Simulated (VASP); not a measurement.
Method: PBE GGA, VASP's PBE PAW potentials (set 64) (plane waves; VASP 6.6.1).

The input files of a VASP run:

File POSCAR:
```
BaZrO3
1
    4.2365739824     0.0000000000     0.0000000000
    0.0000000000     4.2365739824     0.0000000000
    0.0000000000     0.0000000000     4.2365739824
Ba Zr O
1 1 3
Direct
  0.0000000000   0.0000000000   0.0000000000
  0.5000000000   0.5000000000   0.5000000000
  0.5000000000   0.0000000000   0.5000000000
  0.0000000000   0.5000000000   0.5000000000
  0.5000000000   0.5000000000   0.0000000000
```

**KPOINTS**
```
k-points along high-symmetry lines
15
Line-mode
Reciprocal
  0.000000   0.000000   0.000000 ! GAMMA
  0.000000   0.500000   0.000000 ! X

  0.000000   0.500000   0.000000 ! X
  0.500000   0.500000   0.000000 ! M

  0.500000   0.500000   0.000000 ! M
  0.000000   0.000000   0.000000 ! GAMMA

  0.000000   0.000000   0.000000 ! GAMMA
  0.500000   0.500000   0.500000 ! R

  0.500000   0.500000   0.500000 ! R
  0.000000   0.500000   0.000000 ! X

  0.500000   0.500000   0.500000 ! R
  0.500000   0.500000   0.000000 ! M
```

INCAR:
```
ALGO = Normal
EDIFF = 1E-7
ENCUT = 520
GGA = PE
ICHARG = 11
ISMEAR = 0
LASPH = T
LCHARG = F
LMAXMIX = 4
LORBIT = 11
LREAL = F
LWAVE = F
NELM = 100
PREC = Accurate
SIGMA = 0.05
SYSTEM = BaZrO3
```

POTCAR, in this order: Ba_sv Zr_sv O (PBE.64 set). Program: vasp_std. Read from the step before: CHGCAR.

The resulting files:

**OUTCAR**
```
 ion  position               nearest neighbor table
   1  0.000  0.000  0.000-   3 3.00   4 3.00   5 3.00   3 3.00   4 3.00   4 3.00   5 3.00   4 3.00
                             3 3.00   5 3.00   3 3.00   5 3.00   2 3.67   2 3.67   2 3.67   2 3.67
   2  0.500  0.500  0.500-   3 2.12   4 2.12   5 2.12   5 2.12   3 2.12   4 2.12   1 3.67   1 3.67
                             1 3.67   1 3.67   1 3.67   1 3.67   1 3.67   1 3.67
   3  0.500  0.000  0.500-   2 2.12   2 2.12   1 3.00   1 3.00   1 3.00   1 3.00
   4  0.000  0.500  0.500-   2 2.12   2 2.12   1 3.00   1 3.00   1 3.00   1 3.00
   5  0.500  0.500  0.000-   2 2.12   2 2.12   1 3.00   1 3.00   1 3.00   1 3.00
  LATTYP: Found a simple cubic cell.
 ALAT       =     4.2365739824
 Subroutine PRICEL returns:
 Original cell was already a primitive cell.
 Subroutine GETGRP returns: Found 48 space group operations
The static configuration has the point symmetry O_h .
The dynamic configuration has the point symmetry O_h .
 Subroutine INISYM returns: Found 48 space group operations
   k-points           NKPTS =     90   k-points in BZ     NKDIM =     90   number of bands    NBANDS=     24
   number of dos      NEDOS =    301   number of ions     NIONS =      5
   total plane-waves  NPLWV =  32768
   dimension x,y,z NGX =    32 NGY =   32 NGZ =   32
   dimension x,y,z NGXF=    64 NGYF=   64 NGZF=   64
   ions per type =               1   1   3
   PREC   = accura    normal or accurate (medium, high low for compatibility)
   ISTART =      0    job   : 0-new  1-cont  2-samecut
   ICHARG =     11    charge: 1-file 2-atom 10-const
...
```

OSZICAR:
```
       N       E                     dE             d eps       ncg     rms          rms(c)
DAV:   1     0.322720881612E+03    0.32272E+03   -0.22306E+04  4320   0.163E+03
DAV:   2    -0.167425085587E+02   -0.33946E+03   -0.33461E+03  5536   0.386E+02
DAV:   3    -0.400377315679E+02   -0.23295E+02   -0.23259E+02  7408   0.914E+01
DAV:   4    -0.405681067580E+02   -0.53038E+00   -0.53020E+00  5720   0.124E+01
DAV:   5    -0.405842206533E+02   -0.16114E-01   -0.16113E-01  6600   0.150E+00
DAV:   6    -0.405844101175E+02   -0.18946E-03   -0.18946E-03  5688   0.178E-01
DAV:   7    -0.405844132978E+02   -0.31804E-05   -0.31804E-05  6600   0.201E-02
DAV:   8    -0.405844133549E+02   -0.57045E-07   -0.57007E-07  5704   0.271E-03
   1 F= -.40584413E+02 E0= -.40584413E+02  d E =-.252587E-27
```

### OUTCAR
```
 val. band max:        3.5622401070   @ k =   0.5000   0.5000   0.5000

 cond. band min:       6.6798013331   @ k =   0.0000   0.0000   0.0000



 k-point     1 :       0.0000    0.0000    0.0000
  band No.  band energies     occupation
      1     -43.6577      2.00000
      2     -21.8538      2.00000
      3     -21.7764      2.00000
      4     -21.7764      2.00000
      5     -21.7764      2.00000
      6     -12.7528      2.00000
      7     -12.4534      2.00000
      8     -12.4534      2.00000
      9      -6.9834      2.00000
     10      -6.9834      2.00000
     11      -6.9834      2.00000
     12       2.0664      2.00000
     13       2.0664      2.00000
     14       2.0664      2.00000
     15       2.6234      2.00000
     16       2.6234      2.00000
     17       2.6234      2.00000
     18       3.3050      2.00000
     19       3.3050      2.00000
     20       3.3050      2.00000
     21       6.6798      0.00000
     22       6.6798      0.00000
     23       6.6798      0.00000
     24       8.1744      0.00000

 k-point     2 :       0.0000    0.0357    0.0000
  band No.  band energies     occupation
      1     -43.6577      2.00000
      2     -21.8598      2.00000
      3     -21.7763      2.00000
      4     -21.7763      2.00000
      5     -21.7725      2.00000
      6     -12.7507      2.00000
      7     -12.4528      2.00000
      8     -12.4472      2.00000
      9      -6.9826      2.00000
     10      -6.9826      2.00000
     11      -6.9812      2.00000
     12       2.0471      2.00000
     13       2.0628      2.00000
     14       2.0628      2.00000
     15       2.6105      2.00000
     16       2.6105      2.00000
     17       2.6135      2.00000
     18       3.2672      2.00000
     19       3.2996      2.00000
     20       3.2996      2.00000
     21       6.6842      0.00000
     22       6.7097      0.00000
     23       6.7097      0.00000
     24       8.1953      0.00000

...
```

The density is held fixed in this step, so its total energy and stress have no physical meaning. Unless said otherwise, spin-orbit coupling is left out, though it shifts the bands of the heavy elements here.

The compound is BaZrO3 in the cubic perovskite structure. It was relaxed first.
